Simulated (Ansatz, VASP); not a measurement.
**BaZrO3 in two plane-wave programs**

Aim: how closely do two programs agree when they are given the same cell, functional and k mesh? The cell is taken from a series of runs on this material, whose earlier steps may have relaxed, scaled, displaced or heated it; both programs get it as it stands.

Method: plane waves, with VASP 6.6.1 beside it; zone-centre phonons at LDA, in Ansatz 0.2.0.

### Step 1. The structure

Symmetry: Pm-3m, No. 221, cubic system. The conventional cell has a = 4.175 Å, b = 4.175 Å, c = 4.175 Å, α = 90.00°, β = 90.00°, γ = 90.00°. O has 2 Zr at 2.09 Å and 4 Ba at 2.95 Å nearest. Nearest to Zr lie 6 O at 2.09 Å. Nearest to Ba lie 12 O at 2.95 Å. Farther neighbours and most contacts between anions are not listed.

### Step 2. VASP: zone-centre phonons, LDA

Second derivatives magnify differences that forces hide, and they need a tight electronic threshold.

Lines of VASP's logs that name or quote its potential files are left out, and so is its time.

INCAR reads:

```
SYSTEM = BaZrO3
PREC = Accurate
ENCUT = 600
EDIFF = 1E-08
NELM = 120
ISMEAR = 0
SIGMA = 0.01
LREAL = .FALSE.
ALGO = Normal
GGA = CA
NBANDS = 26
LASPH = .TRUE.
LORBIT = 11
LWAVE = .FALSE.
LCHARG = .FALSE.
ISIF = 2
IBRION = 8
LEPSILON = .TRUE.
GGA_COMPAT = .FALSE.
EFERMI = MIDGAP
KPAR = 2
```

POSCAR reads:

```
BaZrO3
1.0
    4.1749865975      0.0000000000      0.0000000000
    0.0000000000      4.1749865975      0.0000000000
    0.0000000000      0.0000000000      4.1749865975
O Zr Ba
3 1 1
Direct
    0.0000000000      0.5000000000      0.5000000000
    0.5000000000      0.0000000000      0.5000000000
    0.5000000000      0.5000000000      0.0000000000
    0.5000000000      0.5000000000      0.5000000000
    0.0000000000      0.0000000000      0.0000000000
```

KPOINTS reads:

```
Automatic mesh
0
Gamma
8 8 8
0 0 0
```

PAW data sets: O, Zr_sv and Ba_sv (LDA family, release 64).

Started as:

```bash
$ mpirun -np 2 vasp_std
```

Numbers of over 12 decimals in the logs are rounded to 6 here.

What it wrote:

```text
[banner, memory and clock lines left out]
running    2 mpi-ranks, on    1 nodes
 distrk:  each k-point on    1 cores,    2 groups
 distr:  one band on    1 cores,    1 groups

 POSCAR found type information on POSCAR O ZrBa
 POSCAR found :  3 types and       5 ions
 LDA part: xc-table for (Slater(with rela. corr.)+CA(PZ))
 , standard interpolation
 POSCAR, INCAR and KPOINTS ok, starting setup
 FFT: planning ... GRIDC
 FFT: planning ... GRID_SOFT
 FFT: planning ... GRID
 WAVECAR not read
 entering main loop
       N       E                     dE             d eps       ncg     rms          rms(c)
DAV:   1     0.337206278580E+03    0.33721E+03   -0.24084E+04  1820   0.170E+03
DAV:   2    -0.306387398985E+02   -0.36785E+03   -0.35890E+03  2256   0.388E+02
DAV:   3    -0.524994802336E+02   -0.21861E+02   -0.21804E+02  2904   0.914E+01
DAV:   4    -0.530834321371E+02   -0.58395E+00   -0.58328E+00  2544   0.124E+01
DAV:   5    -0.530974384633E+02   -0.14006E-01   -0.14005E-01  2654   0.141E+00    0.299E+01
DAV:   6    -0.459863496790E+02    0.71111E+01   -0.40982E+01  2172   0.405E+01    0.136E+01
DAV:   7    -0.458170663358E+02    0.16928E+00   -0.31788E+00  2548   0.102E+01    0.829E+00
DAV:   8    -0.457491122062E+02    0.67954E-01   -0.33580E-01  2360   0.439E+00    0.664E-01
DAV:   9    -0.457448963081E+02    0.42159E-02   -0.48980E-02  2608   0.130E+00    0.489E-01
DAV:  10    -0.457448539606E+02    0.42348E-04   -0.12658E-02  2450   0.943E-01    0.229E-01
DAV:  11    -0.457445218778E+02    0.33208E-03   -0.21135E-03  2320   0.399E-01    0.294E-02
DAV:  12    -0.457445233540E+02   -0.14762E-05   -0.11438E-04  2506   0.754E-02    0.285E-02
DAV:  13    -0.457445210333E+02    0.23207E-05   -0.96623E-06  2306   0.220E-02    0.300E-03
DAV:  14    -0.457445210634E+02   -0.30147E-07   -0.91813E-07  2632   0.748E-03    0.388E-03
DAV:  15    -0.457445210367E+02    0.26718E-07   -0.10392E-07  2418   0.290E-03    0.628E-04
DAV:  16    -0.457445210364E+02    0.36334E-09   -0.16722E-08  1860   0.863E-04
   1 F= -.45744521E+02 E0= -.45744521E+02  d E =0.000000E+00
 Linear response reoptimize wavefunctions to high precision
DAV:   1    -0.457445210364E+02    0.90949E-12   -0.24804E-09  1428   0.372E-04
DAV:   2    -0.457445210364E+02   -0.58662E-10   -0.29192E-10  1104   0.103E-04
 Linear response G [H, r] |phi>, progress :
  Direction:   1
       N       E                     dE             d eps       ncg     rms
RMM:   1    -0.138083639686E+03   -0.13808E+03    0.11162E+03  3993   0.156E+02
RMM:   2    -0.133918325925E+03    0.41653E+01   -0.41209E+01  3394   0.306E+01
RMM:   3    -0.135280722322E+03   -0.13624E+01   -0.80031E+00  3958   0.931E+00
RMM:   4    -0.135641033754E+03   -0.36031E+00   -0.13556E+00  4225   0.352E+00
RMM:   5    -0.135710446895E+03   -0.69413E-01   -0.25397E-01  4312   0.139E+00
RMM:   6    -0.135724954260E+03   -0.14507E-01   -0.79657E-02  4368   0.601E-01
RMM:   7    -0.135727537969E+03   -0.25837E-02   -0.45517E-02  4275   0.311E-01
RMM:   8    -0.135728657881E+03   -0.11199E-02   -0.63952E-02  4281   0.177E-01
RMM:   9    -0.135728971369E+03   -0.31349E-03   -0.37323E-02  4267   0.111E-01
RMM:  10    -0.135729175173E+03   -0.20380E-03   -0.27490E-02  4232   0.746E-02
RMM:  11    -0.135729245993E+03   -0.70820E-04   -0.17729E-02  4146   0.517E-02
RMM:  12    -0.135729287705E+03   -0.41712E-04   -0.11675E-02  4104   0.386E-02
RMM:  13    -0.135729308526E+03   -0.20821E-04   -0.78888E-03  4052   0.294E-02
RMM:  14    -0.135729327441E+03   -0.18915E-04   -0.86114E-03  4012   0.241E-02
RMM:  15    -0.135729328012E+03   -0.57144E-06   -0.22026E-03  3983   0.202E-02
RMM:  16    -0.135729334599E+03   -0.65868E-05   -0.36036E-03  3920   0.179E-02
RMM:  17    -0.135729329535E+03    0.50634E-05   -0.34512E-04  3881   0.162E-02
RMM:  18    -0.135729340795E+03   -0.11259E-04   -0.14200E-03  3831   0.151E-02
RMM:  19    -0.135729336739E+03    0.40551E-05    0.17901E-03  3789   0.143E-02
RMM:  20    -0.135729334949E+03    0.17909E-05   -0.38835E-04  3718   0.139E-02
RMM:  21    -0.135729331681E+03    0.32672E-05   -0.10525E-03  3693   0.135E-02
RMM:  22    -0.135729335354E+03   -0.36724E-05   -0.69327E-04  3693   0.133E-02
 Linear response G [H, r] |phi>, progress :
  Direction:   2
       N       E                     dE             d eps       ncg     rms
RMM:   1    -0.154193260688E+03   -0.15419E+03    0.99049E+02  4014   0.157E+02
RMM:   2    -0.151715084668E+03    0.24782E+01   -0.58019E+01  3348   0.324E+01
RMM:   3    -0.153580403672E+03   -0.18653E+01   -0.13097E+01  4070   0.109E+01
RMM:   4    -0.154073146360E+03   -0.49274E+00   -0.20835E+00  4380   0.421E+00
RMM:   5    -0.154169480276E+03   -0.96334E-01   -0.46715E-01  4446   0.170E+00
RMM:   6    -0.154186446776E+03   -0.16966E-01    0.18218E-01  4506   0.724E-01
RMM:   7    -0.154190590193E+03   -0.41434E-02    0.79709E-02  4439   0.365E-01
RMM:   8    -0.154191823546E+03   -0.12334E-02    0.61984E-02  4412   0.206E-01
[...]
change of polarisation eV/A/(eV/A) component  3 :    -0.178    -0.248     1.579
 dielectric tensor                  component  3 :    -0.443    -0.618     4.927
 Linear response DOF=           4
 Linear response progress:
  Degree of freedom:   1/  4
       N       E                     dE             d eps       ncg     rms          rms(c)
[...]
N       E                     dE             d eps       ncg     rms          rms(c)
RMM:   1    -0.369766623683E+00   -0.36977E+00    0.19545E-01 12805   0.256E+00
RMM:   2    -0.360683543395E+00    0.90831E-02   -0.10922E-02 11273   0.378E-01    0.115E-01
RMM:   3    -0.361886869950E+00   -0.12033E-02   -0.18524E-03 11173   0.146E-01    0.589E-02
RMM:   4    -0.363308983213E+00   -0.14221E-02   -0.72266E-04 11368   0.110E-01    0.152E-02
RMM:   5    -0.363343377392E+00   -0.34394E-04   -0.12982E-04 13457   0.332E-02    0.476E-03
RMM:   6    -0.363370995982E+00   -0.27619E-04   -0.17959E-05 14264   0.118E-02    0.157E-03
RMM:   7    -0.363365182602E+00    0.58134E-05   -0.43840E-06 14282   0.537E-03    0.485E-04
RMM:   8    -0.363367221709E+00   -0.20391E-05    0.10970E-05 15340   0.274E-03    0.280E-04
RMM:   9    -0.363367388824E+00   -0.16711E-06    0.43148E-06 15122   0.163E-03    0.139E-04
RMM:  10    -0.363368062874E+00   -0.67405E-06    0.87022E-06 15459   0.111E-03    0.411E-05
RMM:  11    -0.363368381998E+00   -0.31912E-06    0.24166E-06 15234   0.773E-04    0.335E-05
RMM:  12    -0.363368801296E+00   -0.41930E-06    0.37025E-06 15404   0.594E-04    0.164E-05
RMM:  13    -0.363368886338E+00   -0.85042E-07    0.11744E-06 15675   0.463E-04    0.133E-05
RMM:  14    -0.363369071806E+00   -0.18547E-06    0.17141E-06 15290   0.390E-04    0.732E-06
[...]
RMM:  19    -0.363369183405E+00   -0.24186E-07    0.98994E-08 14685   0.247E-04    0.259E-06
RMM:  20    -0.363369198809E+00   -0.15404E-07    0.27613E-07 14480   0.238E-04    0.165E-06
RMM:  21    -0.363369217695E+00   -0.18886E-07   -0.91964E-08 14636   0.233E-04    0.196E-06
RMM:  22    -0.363369195803E+00    0.21892E-07    0.10720E-07 13941   0.229E-04    0.149E-06
RMM:  23    -0.363369209642E+00   -0.13839E-07   -0.46959E-08 13559   0.227E-04    0.192E-06
RMM:  24    -0.363369216959E+00   -0.73174E-08    0.14588E-07 13583   0.224E-04    0.123E-06
RMM:  25    -0.363369211935E+00    0.50240E-08   -0.16464E-07 13158   0.223E-04    0.184E-06
RMM:  26    -0.363369214509E+00   -0.25734E-08    0.78870E-08 13078   0.222E-04    0.110E-06
 first order change of Fermi-energy   0.14552E-03
 force on displaced ion       1 direction 2 :   0.000  -2.489   0.000
 Born effective charge ion    1 direction 2 :   0.000  -2.016   0.000
 Linear response progress:
  Degree of freedom:   3/  4
       N       E                     dE             d eps       ncg     rms          rms(c)
RMM:   1    -0.745177854858E+00   -0.74518E+00    0.22511E+00  5313   0.948E+00
RMM:   2    -0.702261023478E+00    0.42917E-01   -0.17084E-01  6260   0.179E+00    0.224E-01
RMM:   3    -0.705131059071E+00   -0.28700E-02   -0.35074E-02  7267   0.535E-01    0.858E-02
RMM:   4    -0.707112189347E+00   -0.19811E-02   -0.78291E-03  8344   0.205E-01    0.438E-02
RMM:   5    -0.707242058900E+00   -0.12987E-03   -0.55413E-04  8434   0.708E-02    0.194E-02
RMM:   6    -0.707153411607E+00    0.88647E-04   -0.10706E-04  8681   0.332E-02    0.169E-03
RMM:   7    -0.707148334413E+00    0.50772E-05   -0.30720E-05  8628   0.152E-02    0.163E-03
RMM:   8    -0.707150853301E+00   -0.25189E-05   -0.14215E-05  9068   0.783E-03    0.101E-03
RMM:   9    -0.707153301126E+00   -0.24478E-05   -0.88072E-06  9276   0.459E-03    0.640E-04
RMM:  10    -0.707157346516E+00   -0.40454E-05   -0.39614E-06  8814   0.320E-03    0.123E-04
RMM:  11    -0.707159237495E+00   -0.18910E-05   -0.25999E-06  9423   0.222E-03    0.317E-05
RMM:  12    -0.707160091386E+00   -0.85389E-06   -0.18885E-06  9512   0.165E-03    0.426E-05
RMM:  13    -0.707159870266E+00    0.22112E-06   -0.13242E-06  9593   0.131E-03    0.728E-05
RMM:  14    -0.707160065448E+00   -0.19518E-06   -0.87879E-07  9417   0.109E-03    0.922E-05
RMM:  15    -0.707160103392E+00   -0.37944E-07   -0.92060E-07  9461   0.928E-04    0.113E-04
RMM:  16    -0.707160132505E+00   -0.29113E-07   -0.49333E-07  9244   0.814E-04    0.129E-04
RMM:  17    -0.707160563204E+00   -0.43070E-06   -0.41376E-07  9172   0.729E-04    0.131E-04
RMM:  18    -0.707160893040E+00   -0.32984E-06   -0.29379E-07  9237   0.661E-04    0.135E-04
RMM:  19    -0.707160926235E+00   -0.33195E-07   -0.18464E-07  9480   0.601E-04    0.146E-04
 first order change of Fermi-energy  -0.19346E-04
 force on displaced ion       4 direction 1 :  -9.072  -0.000   0.000
 Born effective charge ion    4 direction 1 :   6.109   0.000   0.000
 Linear response progress:
  Degree of freedom:   4/  4
       N       E                     dE             d eps       ncg     rms          rms(c)
RMM:   1    -0.195866614965E+00   -0.19587E+00    0.11293E-01  8127   0.165E+00
RMM:   2    -0.199795757356E+00   -0.39291E-02   -0.27094E-02  6917   0.389E-01    0.876E-02
RMM:   3    -0.200396584325E+00   -0.60083E-03   -0.22701E-03  7548   0.134E-01    0.604E-02
RMM:   4    -0.200673915210E+00   -0.27733E-03   -0.31261E-04  7445   0.732E-02    0.116E-02
RMM:   5    -0.200760656871E+00   -0.86742E-04   -0.64799E-05  8484   0.245E-02    0.674E-03
RMM:   6    -0.200824684886E+00   -0.64028E-04   -0.10540E-05  8576   0.104E-02    0.142E-03
RMM:   7    -0.200828237418E+00   -0.35525E-05   -0.13806E-06  8509   0.474E-03    0.105E-03
RMM:   8    -0.200834896547E+00   -0.66591E-05   -0.10995E-06  8793   0.250E-03    0.216E-04
RMM:   9    -0.200836148689E+00   -0.12521E-05    0.54770E-07  9126   0.134E-03    0.112E-04
RMM:  10    -0.200835317415E+00    0.83127E-06   -0.14851E-07  8819   0.905E-04    0.518E-05
RMM:  11    -0.200835593659E+00   -0.27624E-06    0.11827E-07  8957   0.642E-04    0.322E-05
RMM:  12    -0.200835770356E+00   -0.17670E-06   -0.13724E-07  9306   0.489E-04    0.134E-05
RMM:  13    -0.200835813611E+00   -0.43255E-07   -0.93509E-09  9376   0.396E-04    0.398E-06
RMM:  14    -0.200835778556E+00    0.35054E-07   -0.82010E-08  9311   0.338E-04    0.852E-06
RMM:  15    -0.200835798220E+00   -0.19663E-07   -0.60305E-08  9296   0.302E-04    0.162E-06
RMM:  16    -0.200835811959E+00   -0.13739E-07   -0.10107E-07  9406   0.277E-04    0.415E-06
RMM:  17    -0.200835787632E+00    0.24327E-07   -0.11320E-07  9161   0.261E-04    0.484E-06
RMM:  18    -0.200835792471E+00   -0.48389E-08   -0.10768E-07  8838   0.249E-04    0.542E-06
RMM:  19    -0.200835789317E+00    0.31540E-08   -0.86031E-08  8354   0.241E-04    0.598E-06
 first order change of Fermi-energy  -0.17172E-03
 force on displaced ion       5 direction 1 :  -3.631   0.000  -0.000
 Born effective charge ion    5 direction 1 :   2.726   0.000   0.000
 Born effective charges drift removed
 Linear response finished
```

(Part 1 of 3 ends here.)

[Lines on the potential files, build, host, timing and source positions are cut from VASP's logs without a mark.]

[Logs are printed without paths, hosts, clocks, repeated set-up lines and the standing remarks that a program may print on its own settings, such as how far it seeks lower states.]

[Hosts, paths, dates, database ids (printed as entryN), source tags and the programs' standing remarks are cut or masked in the printed files.]
